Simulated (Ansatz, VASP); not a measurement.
# Hf (Hf(0001), 4 layers): VASP beside Ansatz

One calculation is typed for both programs; each brings its own data sets. How far apart do they land? The structure shown is the start of the Ansatz relaxation below; VASP solves that cell, so the two are compared at the walk's first step.

Main program and level: Ansatz 0.2.0; plane waves, with VASP 6.6.1 beside it; single point at PBE.

### 1. The structure

The cell holds 4 atoms: 4 Hf. Its edges and angles: a = 3.200 Å, b = 3.200 Å, c = 22.594 Å, α = 90.0°, β = 90.0°, γ = 60.0°. Vacuum lies along c.

### 2. Ansatz: relaxation, PBE

Ansatz runs on its default PAW (the set named soft_2) files.

The two programs are compared at the cell with which this relaxation starts, whose forces are those of its first step.

input.yaml

```yaml
crystal:
  lattice:
    - [3.2, 0.0, 0.0]
    - [1.6, 2.7712812921, 0.0]
    - [0.0, 0.0, 22.5936]
  atoms:
    - { symbol: Hf, position: [0.6666666667, 0.6666666667, 0.3319524113] }
    - { symbol: Hf, position: [0.0, 0.0, 0.4439841371] }
    - { symbol: Hf, position: [0.6666666667, 0.6666666667, 0.5560158629] }
    - { symbol: Hf, position: [0.0, 0.0, 0.6680475887] }
kpoints:
  mp_grid: { grid: [12, 12, 1] }
hamiltonian:
  xc: pbe
scf:
  occupations: { method: fermi_dirac, width: 0.1 }
  convergence: { dr2_threshold: 1.0e-08 }
efield:
  axis: 3
  dipole_correction: true
  ramp_position: 0.97
  ramp_width: 0.04
relax:
  f_tol: 0.01
  constraints: [{ sites: [0, 1] }]
output:
  write_potential: true
  write_density: true
  volumetric_format: npy
```

On the command line:

```sh
> ansatz run input.yaml --threads 4 --pin off --max-ram 8192MiB --backend cpu --events-out ev --progress --plain --runs-dir out
```

Numbers of over 12 decimals in the logs are rounded to 6 here.

What it wrote:

```text
Engine: ansatz 0.2.0, aarch64-unknown-linux-gnu
Pseudopotentials: kind: paw
Pseudopotential: Hf, paw, valence charge 26, recommended cutoff 420 eV (normal), Hf.paw.azcp
Functional definition: PBE
  parameter kappa = 0.804
  parameter beta = 0.066725
  exchange = pbe_x(kappa = kappa, mu = beta*pi^2/3)
  correlation = pbe_c(beta = beta)
Crystal: 4 atoms, lattice volume = 200.362 Å³
Basis set: ecut = 420 eV, 3963 PW (Γ), exchange–correlation on 48×48×320 points (8 copies of the dense FFT grid, shifted against one another)
Bands: 63, of which v1, the nominal top of the filled ones, is band 52 counted from 1 (51 counted from 0)
Symmetry: 6 space group operations
k-points: 19 of 144 (time reversal used)
Non-local potential: Hf, projectors of the file, l = 0: 3, l = 1: 2, l = 2: 2, l = 3: 3
PAW form: soft (Blöchl's): semilocal exchange-correlation on the pseudo side does not see the compensation charge
PAW one-centre angular grid: Hf, 590 points (default); XC on 64 Gauss nodes
Initial density: superposition of atomic densities (neutral atoms: chi_scale 0, normalization atom), corrected by the library's trained network
Initial wavefunctions: pseudopotential atomic-orbital guess
Functional: x = pbe(κ = 0.804, μ = 0.219515), c = pbe(β = 0.066725)
SCF iter   1: F=—  HF=-62883.574164 eV  |F-HF|=—  |Δ(HF+E_count)|=         —  Δρ=7.36e-3  dr2=2.49e0  ethr=1.77e-3  p=-0.002 e·Å  D=-1.75e-3 V/Å  ΔV_dip=0.04 eV  dr2_dipole=8.27e-3  V_vac-E_F(+/−)=4.49/4.45 eV  ⟨swp⟩=5.6  Hψ=3904  notcnv=0
efield: sawtooth ramp at fractional position 0.9700 (set: `efield.ramp_position`, or a place that a band, a saddle search or an elastic batch's reference lends), width 0.0400; the density the first Hamiltonian is built on has a dipole p = -0.002 e·Å; the dipole correction subtracts the counter field D = -1.75e-3 V/Å, which shifts the + side's vacuum level by +0.04 eV against the − side's; the planar-averaged density in the ramp window peaks in size at 8.5e-5 e/Å³
preconditioner: auto → LDOS  [metal: Δε(μ)=0.011 eV  Ē_g=17.068 eV  σ=0.100 eV  W_gap=0.03  n_scr=58 (ndim 8)  ℏωp=25.7 eV  f_vac=0.499  D(μ)=6.26/eV (n_scr^D=46)  β→1.0]
SCF iter   2: F=—  HF=-62883.510561 eV  |F-HF|=—  |Δ(HF+E_count)|=   6.36e-2  Δρ=2.27e-3  dr2=5.43e-2  ethr=1.77e-3  p=-0.000 e·Å  D=-1.20e-5 V/Å  ΔV_dip=0.00 eV  dr2_dipole=1.39e-4  V_vac-E_F(+/−)=4.35/4.35 eV  ⟨swp⟩=2.1  Hψ=1532  notcnv=0  defer=7
SCF iter   3: F=—  HF=-62883.507883 eV  |F-HF|=—  |Δ(HF+E_count)|=   2.68e-3  Δρ=1.41e-3  dr2=1.90e-2  ethr=5.22e-5  p=-0.000 e·Å  D=-1.15e-4 V/Å  ΔV_dip=0.00 eV  dr2_dipole=8.06e-6  V_vac-E_F(+/−)=4.38/4.38 eV  ⟨swp⟩=2.0  Hψ=2304  notcnv=0  defer=7
SCF iter   4: F=—  HF=-62883.506407 eV  |F-HF|=—  |Δ(HF+E_count)|=   1.48e-3  Δρ=3.33e-4  dr2=1.37e-3  ethr=1.82e-5  p=-0.000 e·Å  D=-5.10e-5 V/Å  ΔV_dip=0.00 eV  dr2_dipole=2.34e-8  V_vac-E_F(+/−)=4.37/4.37 eV  ⟨swp⟩=1.9  Hψ=1596  notcnv=0  defer=7
SCF iter   5: F=—  HF=-62883.506554 eV  |F-HF|=—  |Δ(HF+E_count)|=   1.47e-4  Δρ=1.21e-4  dr2=3.57e-5  ethr=1.32e-6  p=-0.000 e·Å  D=-1.84e-5 V/Å  ΔV_dip=0.00 eV  dr2_dipole=3.17e-7  V_vac-E_F(+/−)=4.36/4.36 eV  ⟨swp⟩=1.9  Hψ=1585  notcnv=0  defer=7
SCF iter   6: F=—  HF=-62883.506634 eV  |F-HF|=—  |Δ(HF+E_count)|=   7.99e-5  Δρ=4.83e-5  dr2=6.95e-6  ethr=3.44e-8  p=-0.000 e·Å  D=-9.38e-6 V/Å  ΔV_dip=0.00 eV  dr2_dipole=5.62e-9  V_vac-E_F(+/−)=4.36/4.36 eV  ⟨swp⟩=2.1  Hψ=2080  notcnv=0  defer=7
SCF iter   7: F=—  HF=-62883.506525 eV  |F-HF|=—  |Δ(HF+E_count)|=   1.09e-4  Δρ=1.70e-5  dr2=9.31e-7  ethr=6.68e-9  p=-0.000 e·Å  D=-3.93e-6 V/Å  ΔV_dip=0.00 eV  dr2_dipole=5.27e-14  V_vac-E_F(+/−)=4.36/4.36 eV  ⟨swp⟩=2.0  Hψ=2033  notcnv=0  defer=7
SCF iter   8: F=—  HF=-62883.506526 eV  |F-HF|=—  |Δ(HF+E_count)|=   1.13e-6  Δρ=7.56e-6  dr2=1.35e-7  ethr=8.95e-10  p=-0.000 e·Å  D=-8.24e-7 V/Å  ΔV_dip=0.00 eV  dr2_dipole=1.61e-9  V_vac-E_F(+/−)=4.36/4.36 eV  ⟨swp⟩=2.2  Hψ=2070  notcnv=0  defer=7
SCF iter   9: F=—  HF=-62883.506526 eV  |F-HF|=—  |Δ(HF+E_count)|=   3.32e-7  Δρ=2.53e-6  dr2=1.53e-8  ethr=1.30e-10  p=0.000 e·Å  D=1.29e-6 V/Å  ΔV_dip=-0.00 eV  dr2_dipole=2.33e-10  V_vac-E_F(+/−)=4.36/4.36 eV  ⟨swp⟩=2.3  Hψ=2070  notcnv=0  defer=7
SCF iter  10: F=-62883.506526 eV  HF=-62883.506526 eV  |F-HF|=3.90e-9  |Δ(HF+E_count)|=   6.45e-8  Δρ=8.58e-7  dr2=3.07e-9  ethr=9.62e-12  p=0.000 e·Å  D=2.82e-6 V/Å  ΔV_dip=-0.00 eV  dr2_dipole=7.82e-12  V_vac-E_F(+/−)=4.36/4.36 eV  ⟨swp⟩=9.2  Hψ=8644  notcnv=0
SCF 1 converged in 10 iterations: F = -62883.506526 eV  dr2 = 3.07e-9
  greatest PAW one-centre occupation: 0.999 electrons in one spin orbital (limit 2), on the Hf atom at site 0 (counted from 0), in its partial waves of l = 0
relax step   1: F+E_penalty+E_count = -62883.50652648 eV  Δ(F+E_penalty+E_count) = +0.000e0 eV  max|allowed force component| = 8.191e-1 eV/Å  Δτ_max = 0.0000 Å  (10 SCF iters, accepted)
Initial density: handed on by an earlier stage of this run
[...]
preconditioner: auto → LDOS  [metal: Δε(μ)=0.009 eV  Ē_g=17.042 eV  σ=0.100 eV  W_gap=0.02  n_scr=58 (ndim 8)  ℏωp=25.7 eV  f_vac=0.503  D(μ)=6.18/eV (n_scr^D=46)  β→1.0]
SCF iter   2: F=—  HF=-62883.567971 eV  |F-HF|=—  |Δ(HF+E_count)|=   1.31e-4  Δρ=1.92e-4  dr2=3.78e-4  ethr=2.64e-6  p=0.002 e·Å  D=1.97e-3 V/Å  ΔV_dip=-0.04 eV  dr2_dipole=1.38e-5  V_vac-E_F(+/−)=4.34/4.38 eV  ⟨swp⟩=2.0  Hψ=1512  notcnv=0  defer=9
SCF iter   3: F=—  HF=-62883.567960 eV  |F-HF|=—  |Δ(HF+E_count)|=   1.17e-5  Δρ=9.23e-5  dr2=4.15e-5  ethr=3.64e-7  p=0.002 e·Å  D=2.11e-3 V/Å  ΔV_dip=-0.05 eV  dr2_dipole=2.28e-8  V_vac-E_F(+/−)=4.33/4.38 eV  ⟨swp⟩=2.0  Hψ=2092  notcnv=0  defer=9
SCF iter   4: F=—  HF=-62883.567963 eV  |F-HF|=—  |Δ(HF+E_count)|=   2.84e-6  Δρ=2.58e-5  dr2=7.01e-6  ethr=3.99e-8  p=0.002 e·Å  D=2.09e-3 V/Å  ΔV_dip=-0.05 eV  dr2_dipole=2.68e-6  V_vac-E_F(+/−)=4.33/4.38 eV  ⟨swp⟩=2.0  Hψ=2092  notcnv=0  defer=9
SCF iter   5: F=—  HF=-62883.567851 eV  |F-HF|=—  |Δ(HF+E_count)|=   1.11e-4  Δρ=9.84e-6  dr2=2.68e-7  ethr=6.74e-9  p=0.002 e·Å  D=2.09e-3 V/Å  ΔV_dip=-0.05 eV  dr2_dipole=4.41e-9  V_vac-E_F(+/−)=4.33/4.38 eV  ⟨swp⟩=2.0  Hψ=1698  notcnv=0  defer=9
SCF iter   6: F=—  HF=-62883.567851 eV  |F-HF|=—  |Δ(HF+E_count)|=   6.20e-8  Δρ=3.48e-6  dr2=5.10e-8  ethr=2.57e-10  p=0.002 e·Å  D=2.10e-3 V/Å  ΔV_dip=-0.05 eV  dr2_dipole=3.94e-9  V_vac-E_F(+/−)=4.33/4.38 eV  ⟨swp⟩=2.0  Hψ=2113  notcnv=0  defer=9
SCF iter   7: F=—  HF=-62883.567851 eV  |F-HF|=—  |Δ(HF+E_count)|=   2.73e-8  Δρ=1.36e-6  dr2=1.04e-8  ethr=9.62e-12  p=0.002 e·Å  D=2.11e-3 V/Å  ΔV_dip=-0.05 eV  dr2_dipole=3.58e-10  V_vac-E_F(+/−)=4.33/4.38 eV  ⟨swp⟩=10.5  Hψ=9658  notcnv=0
SCF iter   8: F=-62883.567851 eV  HF=-62883.567851 eV  |F-HF|=1.62e-9  |Δ(HF+E_count)|=   1.80e-9  Δρ=5.58e-7  dr2=1.53e-9  ethr=9.62e-12  p=0.002 e·Å  D=2.11e-3 V/Å  ΔV_dip=-0.05 eV  dr2_dipole=3.50e-10  V_vac-E_F(+/−)=4.33/4.38 eV  ⟨swp⟩=9.8  Hψ=8461  notcnv=0
SCF 5 converged in 8 iterations: F = -62883.567851 eV  dr2 = 1.53e-9
relax step   5: F+E_penalty+E_count = -62883.56785131 eV  Δ(F+E_penalty+E_count) = -1.979e-4 eV  max|allowed force component| = 1.830e-3 eV/Å  Δτ_max = 0.0096 Å  (8 SCF iters, accepted)
NSCF: frozen V_eff on 19 k-points
the band table was solved once a step of the walk had ended and its energy, with any forces and stress, was formed, with the checks that follow a solve (5137 applications of the Hamiltonian). They found nothing against the state; the energy, forces and stress were not computed again (output.eigenvalues in the input reference)
WARN: The output density's exchange-correlation potential varies sharply where the density is thin. Do not read a vacuum level from v_tot or v_xc, or from such a field of the output density. On a cell that repeats whose density bears no net charge and no dipole along the vacuum's axis use v_es (v_loc + v_h of the components); under efield.dipole_correction with no amplitude use v_es + v_field, which holds any externa [...]
SCF converged after 8 iterations
Free energy (F): -62883.567851 eV
Harris-Foulkes:  -62883.567851 eV  (|F-HF|=1.62e-9)
Internal energy: -62883.372102 eV  (E = F + TS)
E sigma→0 (E₀):  -62883.469977 eV
Entropy (-TS):   -0.195749 eV (-48.937 meV/atom)
Fermi energy:    6.606832 eV
Dipole field:    D = 0.002139 V/Å  (p = 0.002368 e·Å, saw-weighted, corrected)
Work function:   Φ+ = 4.3322 eV   Φ− = 4.3805 eV
Levels:          The Fermi level and band energies are counted from a zero that moves with the ramp; work functions are not
--- Per-component energies (eV) ---
  E_band       = -1241.951295
  E_kinetic    = 1692.850513
  E_local      = -152151.956781  (includes V_loc(G=0)·N_el)
  E_nonlocal   = -4977.790859
  E_hartree    = 74783.505760
  E_xc         = -1197.749522
  E_vxc        = -1061.043259  (∫ρ·V_xc dr)
  E_paw        = -27710.420890  (= ΣΔE_a)
  E_vpaw       = 5689.032913  (= ΣTr[D̂ρ^β])
  E_aug_tail   = -0.000005  (compensation charges beyond the density's cutoff)
  E_efield     = 0.000003  (sawtooth field / dipole correction)
  E_vefield    = -0.053884  (∫n·V_field dr)
  E_ewald      = 46678.189679
  E_smearing   = -0.195749  (= −TS)
  E_closure    = 0.000000  (closes the sum)
  Σ components = -62883.567851   (vs F -62883.567851, Δ=0.00e0)
--- Forces (eV/Å), atoms counted from 1 ---
  atom   1  Hf     0.00000000     0.00000000     0.66038222
  atom   2  Hf    -0.00000000    -0.00000000    -0.65687069
  atom   3  Hf    -0.00000000     0.00000000    -0.00182978
  atom   4  Hf     0.00000000    -0.00000000    -0.00168069
  max |Σ_I F_I| component: 1.05e-6 eV/Å
--- Band table (eV; the first three rows and the last of 19) ---
  k-point 0: bands = [... 48 lower, 6.3542, 6.6271, 7.0378, 7.3326, 7.6814, 7.6814, 7.7827, 7.7827, ... 7 higher]
  k-point 1: bands = [... 48 lower, 6.2716, 6.5717, 6.8793, 7.2133, 7.4983, 7.5204, 7.8396, 7.8421, ... 7 higher]
  k-point 2: bands = [... 48 lower, 5.9725, 6.2819, 6.4779, 6.8761, 7.0112, 7.2759, 7.6599, 7.9488, ... 7 higher]
  k-point 18: bands = [... 48 lower, 5.3200, 5.4889, 5.5743, 6.5652, 6.5928, 6.7664, 6.8043, 7.0219, ... 7 higher]
--- Relaxed structure (5 steps of the walk, 4 accepted, 0 SCFs on fresh bases) ---
  F+E_penalty+E_count = -62883.56785131 eV   max|allowed force component| = 1.830e-3 eV/Å
  atoms:
    - { symbol: Hf, position: [0.666667, 0.666667, 0.3319524113] }
    - { symbol: Hf, position: [0.0, 0.0, 0.443984] }
    - { symbol: Hf, position: [0.666667, 0.666667, 0.560822] }
    - { symbol: Hf, position: [-1.4432824253066198e-18, -5.773129701226504e-19, 0.666134] }
```

In the SCF lines HF is the Harris–Foulkes energy and dr2 the Hartree energy of the density residual, in eV; the loop may stop once dr2 is under the threshold and the program's other checks hold. Hψ counts applications of the Hamiltonian.

### 3. VASP: single point, PBE, start cell

The same cell, functional, mesh and smearing now go to VASP, with its own data sets.

Lines of VASP's logs that name or quote its potential files are left out, and so is its time.

INCAR

```
SYSTEM = Hf
PREC = Accurate
ENCUT = 400
EDIFF = 1E-06
NELM = 120
ISMEAR = -1
SIGMA = 0.1
LREAL = .FALSE.
ALGO = Normal
GGA = PE
NBANDS = 26
LASPH = .TRUE.
LORBIT = 11
LWAVE = .FALSE.
LCHARG = .FALSE.
ISIF = 2
LDIPOL = .TRUE.
IDIPOL = 3
DIPOL = 0.5 0.5 0.5
LVHAR = .TRUE.
GGA_COMPAT = .FALSE.
NELMDL = -8
```

POSCAR

```
Hf
1.0
    3.2000000000      0.0000000000      0.0000000000
    1.6000000000      2.7712812921      0.0000000000
    0.0000000000      0.0000000000     22.5936000000
Hf
4
Direct
    0.6666666166      0.6666666916      0.3319524113
    0.9999999500      0.0000000250      0.4439841371
    0.6666666166      0.6666666916      0.5560158629
    0.9999999500      0.0000000250      0.6680475887
```

KPOINTS

```
Automatic mesh
0
Gamma
12 12 1
0 0 0
```

Potentials, in the order of the species: Hf_pv (PBE family, release 64).

On the command line:

```sh
> mpirun -np 1 vasp_std
```

What it wrote:

```text
[banner, memory and clock lines left out]
running    1 mpi-ranks, on    1 nodes
 distrk:  each k-point on    1 cores,    1 groups
 distr:  one band on    1 cores,    1 groups

 POSCAR found type information on POSCAR Hf
 POSCAR found :  1 types and       4 ions
 LDA part: xc-table for (Slater+PW92), standard interpolation
 POSCAR, INCAR and KPOINTS ok, starting setup
 FFT: planning ... GRIDC
 FFT: planning ... GRID_SOFT
 FFT: planning ... GRID
 WAVECAR not read
 entering main loop
       N       E                     dE             d eps       ncg     rms          rms(c)
DAV:   1     0.119079209538E+03    0.11908E+03   -0.20301E+04  1332   0.107E+03
DAV:   2    -0.324666845539E+02   -0.15155E+03   -0.14930E+03  1226   0.257E+02
DAV:   3    -0.406529754525E+02   -0.81863E+01   -0.79626E+01  1280   0.438E+01
DAV:   4    -0.409972025363E+02   -0.34423E+00   -0.33720E+00  1424   0.859E+00
DAV:   5    -0.410076649958E+02   -0.10462E-01   -0.10404E-01  1370   0.132E+00
DAV:   6    -0.410080056147E+02   -0.34062E-03   -0.33961E-03  1456   0.245E-01
DAV:   7    -0.410080237721E+02   -0.18157E-04   -0.18108E-04  1402   0.447E-02
DAV:   8    -0.410080245426E+02   -0.77047E-06   -0.76829E-06  1184   0.924E-03    0.903E+01
DAV:   9    -0.450897164896E+02   -0.40817E+01   -0.96115E+01  1378   0.270E+01    0.582E+01
DAV:  10    -0.518420999613E+02   -0.67524E+01   -0.27807E+02  1294   0.286E+01    0.594E+01
DAV:  11    -0.376651993866E+02    0.14177E+02   -0.10366E+02  1340   0.213E+01    0.152E+01
DAV:  12    -0.382777254215E+02   -0.61253E+00   -0.87446E+00  1292   0.868E+00    0.189E+01
DAV:  13    -0.378411217084E+02    0.43660E+00   -0.16755E+00  1302   0.448E+00    0.127E+01
DAV:  14    -0.378573141065E+02   -0.16192E-01   -0.94164E-02  1418   0.127E+00    0.135E+01
[...]
DAV:  25    -0.377503480009E+02   -0.19458E-04   -0.92566E-05  1288   0.288E-02    0.234E-02
DAV:  26    -0.377503580567E+02   -0.10056E-04   -0.41254E-06  1136   0.104E-02    0.301E-02
DAV:  27    -0.377503795410E+02   -0.21484E-04   -0.89676E-06   894   0.831E-03    0.766E-03
DAV:  28    -0.377503846102E+02   -0.50692E-05   -0.68372E-07   620   0.350E-03    0.726E-03
DAV:  29    -0.377503976186E+02   -0.13008E-04   -0.64261E-07   612   0.214E-03    0.488E-03
DAV:  30    -0.377503996030E+02   -0.19844E-05   -0.81346E-08   588   0.117E-03    0.503E-03
DAV:  31    -0.377504013218E+02   -0.17189E-05   -0.33529E-07   596   0.217E-03    0.420E-03
DAV:  32    -0.377504021502E+02   -0.82836E-06   -0.95469E-08   578   0.116E-03
   1 F= -.37750402E+02 E0= -.37645964E+02  d E =-.208876E+00
```

(Part 1 of 2 ends here.)

[Lines on the potential files, build, host, timing and source positions are cut from VASP's logs without a mark.]

[Logs are printed without paths, hosts, clocks, repeated set-up lines and the standing remarks that a program may print on its own settings, such as how far it seeks lower states.]

[Hosts, paths, dates, database ids (printed as entryN), source tags and the programs' standing remarks are cut or masked in the printed files.]
